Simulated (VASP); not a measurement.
The system is HfN.

```
Hf N
1.0
     0.00000    2.26250    2.26250
     2.26250    0.00000    2.26250
     2.26250    2.26250    0.00000
Hf N
1 1
Cartesian
  0.0000 0.0000 0.0000
  2.2625 2.2625 2.2625
```

The cell was built by a generator and isn't the measured one.

Base run:

| Property | Result |
| --- | --- |
| Program | VASP 6.6.1 |
| Functional | PBE |
| Potentials or basis | VASP PAW PBE potentials, release 64 (Hf_pv, N) |
| Cutoff | 520 eV |
| k mesh | 20 × 20 × 20 |
| Occupations | fermi-dirac, width 0.05 eV |
| Spin | no spin polarisation |

Its results: band gap on the k mesh none (metal or under the smearing width); pressure 1.7 GPa.

Task: After a change of settings the same cell gave: band gap on the k mesh none (metal or under the smearing width); pressure -6.4 GPa. Which change was it?
A. k mesh from 20 × 20 × 20 to 12 × 12 × 12
B. functional from PBE to LDA; potentials or basis from VASP PAW PBE potentials, release 64 (Hf_pv, N) to VASP PAW LDA potentials, release 64 (Hf_pv, N)
C. k mesh from 20 × 20 × 20 to 28 × 28 × 28
D. functional from PBE to PBEsol

Result: D.

PBEsol binds more tightly than PBE, so the same cell stands under less pressure.

Caveats: the PAW data sets were made with another functional, which shifts forces and pressure a little (some runs).
